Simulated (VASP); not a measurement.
Input:

```xyz
3
Lattice="0.0000 2.5655 2.5655 2.5655 0.0000 2.5655 2.5655 2.5655 0.0000" Properties=species:S:1:pos:R:3 pbc="T T T"
Zr     0.0000     0.0000     0.0000
O      1.2828     1.2828     1.2828
O      3.8483     3.8483     3.8483
```

All values below come from LDA (Ceperley-Alder, Perdew-Zunger), VASP's LDA PAW potentials (set 64) (plane waves; VASP). Run with 520 eV cut-off, 8×8×8 Γ-centred mesh, Gaussian smearing of 0.050 eV, potentials Zr_sv O.

What does the run give for the energy per atom (σ→0), pressure, band gap (on the k-mesh) with the smallest direct gap where there is one?

band gap (on the k-mesh): 3.17 eV
smallest direct gap (on the k-mesh): 3.57 eV
energy per atom (σ→0): -10.427 eV/atom
pressure: -14.03 GPa

The absolute energy has meaning only against runs of the same code, potentials and settings.

The compound is ZrO2 in the fluorite structure, the high-temperature cubic form, which is unstable at 0 K; the monoclinic form is the stable one. This cell is one point of a volume scan, at 1.06 of the reference volume.
